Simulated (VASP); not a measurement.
Molecule: S2SiH2, in a box.

```
S Si H
1.0
    13.00000    0.00000    0.00000
     0.00000   12.00000    0.00000
     0.00000    0.00000   11.00000
S Si H
2 1 2
Cartesian
  5.9126 4.9597 5.0383
  7.9798 7.1008 6.3136
  5.8981 6.9524 5.8173
  4.5986 4.9412 4.7544
  8.4274 5.8895 5.9324
```

Program: VASP 6.6.1. Alike in all runs: task single point; no spin polarisation; cell as given; k mesh 1 × 1 × 1; smearing gaussian 0.01 eV.

Order these runs on this cell by their band gap on the k mesh, lowest first.
A. level B3LYP+D4; potentials or basis VASP PAW PBE potentials, release 64 (S, Si, H); cutoff (eV) 520; grid for exact exchange (PRECFOCK) Normal; exchange at q = 0 truncated
B. level HSE06+D4; potentials or basis VASP PAW PBE potentials, release 64 (S, Si, H); cutoff (eV) 520; grid for exact exchange (PRECFOCK) Fast; screening parameter 0.2 1/A
C. level LDA; potentials or basis VASP PAW LDA potentials, release 64 (S, Si, H); cutoff (eV) 520
D. level r2SCAN0+D3(BJ); potentials or basis VASP PAW PBE potentials, release 64 (S, Si, H_s); cutoff (eV) 400; grid for exact exchange (PRECFOCK) Fast; exchange at q = 0 truncated

C (3.09 eV), B (4.17 eV), A (4.57 eV), D (5.07 eV).

Runs at the PBE level aren't shown here.
